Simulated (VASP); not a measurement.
Consider the following.

```yaml
crystal:
  lattice:
    - [0.00000, 3.22764, 3.22764]
    - [3.22764, 0.00000, 3.22764]
    - [3.22764, 3.22764, 0.00000]
  atoms:
    - { symbol: Rb, position: [0.00000, 0.00000, 0.00000] }
    - { symbol: Cl, position: [0.50000, 0.50000, 0.50000] }
```

The numbers are results of PBE GGA, VASP's PBE PAW potentials (set 64) (plane waves; VASP), not measurements. Numerical set-up: 300 eV cut-off, 9×9×9 Γ-centred mesh, Fermi-Dirac smearing of 0.010 eV, potentials Rb_sv Cl.

Problem. Give the energies of bands 6 to 11 at the high-symmetry points, in eV from the valence-band maximum.

Solution. 
```
band     Γ      X      U      L      W
----  ----  -----  -----  -----  -----
6     0.00  -0.31  -0.44  -0.95  -0.50
7     0.00  -0.10  -0.28  -0.39  -0.23
8     0.00  -0.10  -0.24  -0.39  -0.23
9     5.19   6.16   6.97   7.95   7.75
10    8.03   8.34   8.91   8.19   7.75
11    8.03  10.05   9.39  10.36   9.63
```

The gap is direct, 5.19 eV, from the valence maximum at Γ to the conduction minimum at Γ.

The structure comes from a computed database's RbCl entry; how it stands against other phases isn't given here. The cell was not relaxed at this level.
